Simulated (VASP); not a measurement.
All values below come from r2SCAN meta-GGA, VASP's PBE PAW potentials (set 64) (plane waves; VASP).

VASP ran on this input.

File KPOINTS:
```
Automatic mesh
0
Gamma
6 6 6
0 0 0
```

**POSCAR**
```
SiS2
1
   -2.7718870227     2.7718870227     4.3566618134
    2.7718870227    -2.7718870227     4.3566618134
    2.7718870227     2.7718870227    -4.3566618134
Si S
2 4
Direct
  0.7500000000   0.2500000000   0.5000000000
  0.0000000000   0.0000000000   0.0000000000
  0.0927800569   0.1250000000   0.4677800569
  0.8750000000   0.3427800569   0.9677800569
  0.6572199431   0.6250000000   0.5322199431
  0.3750000000   0.9072199431   0.0322199431
```

INCAR:
```
ALGO  =  Normal
EDIFF  =  1E-7
ENCUT  =  400
ISIF  =  2
ISMEAR  =  -5
LASPH  =  .True.
LCHARG  =  .False.
LEFG  =  .True.
LMIXTAU  =  .True.
LORBIT  =  11
LREAL  =  .False.
LWAVE  =  .False.
METAGGA  =  R2SCAN
NEDOS  =  601
NELM  =  100
PREC  =  Accurate
SYSTEM  =  SiS2
```

### KPOINTS_OPT
```
k-points along high-symmetry lines
6
Line-mode
Reciprocal
  0.000000   0.000000   0.000000 ! GAMMA
  0.000000   0.000000   0.500000 ! X

  0.000000   0.000000   0.500000 ! X
  0.250000   0.250000   0.250000 ! P

  0.250000   0.250000   0.250000 ! P
  0.000000   0.500000   0.000000 ! N

  0.000000   0.500000   0.000000 ! N
  0.000000   0.000000   0.000000 ! GAMMA

  0.000000   0.000000   0.000000 ! GAMMA
  0.500000   0.500000  -0.500000 ! M

  0.500000   0.500000  -0.500000 ! M
  0.352691   0.647309  -0.352691 ! S

 -0.352691   0.352691   0.352691 ! S_0
  0.000000   0.000000   0.000000 ! GAMMA

  0.000000   0.000000   0.500000 ! X
 -0.205383   0.205383   0.500000 ! R

  0.500000   0.500000  -0.205383 ! G
  0.500000   0.500000  -0.500000 ! M
```

POTCAR, in this order: Si S (PBE.64 set). Program: vasp_std.

Task: Predict the energy per atom (σ→0), band gap (over mesh and band path).

Result: 
| Item | Result |
|---|---|
| energy per atom (σ→0) | -9.010 eV/atom |
| band gap (over mesh and band path) | 3.55 eV |

### OSZICAR
```
...
DAV:  17    -0.540577406997E+02   -0.45497E-04   -0.55109E-05  1268   0.691E-02    0.314E-03
DAV:  18    -0.540577524511E+02   -0.11751E-04   -0.50793E-06  1368   0.216E-02    0.183E-03
DAV:  19    -0.540577544362E+02   -0.19851E-05   -0.79003E-07  1376   0.864E-03    0.834E-04
DAV:  20    -0.540577548193E+02   -0.38309E-06   -0.18402E-07   868   0.432E-03    0.734E-04
DAV:  21    -0.540577548130E+02    0.62878E-08   -0.88541E-08   732   0.304E-03
   1 F= -.54057755E+02 E0= -.54057755E+02  d E =0.000000E+00
       N       E                     dE             ncg
       N       E                     dE             ncg
```

The structure comes from a computed database's SiS2 entry (I-42d); how it stands against other phases isn't given here. It was relaxed first.
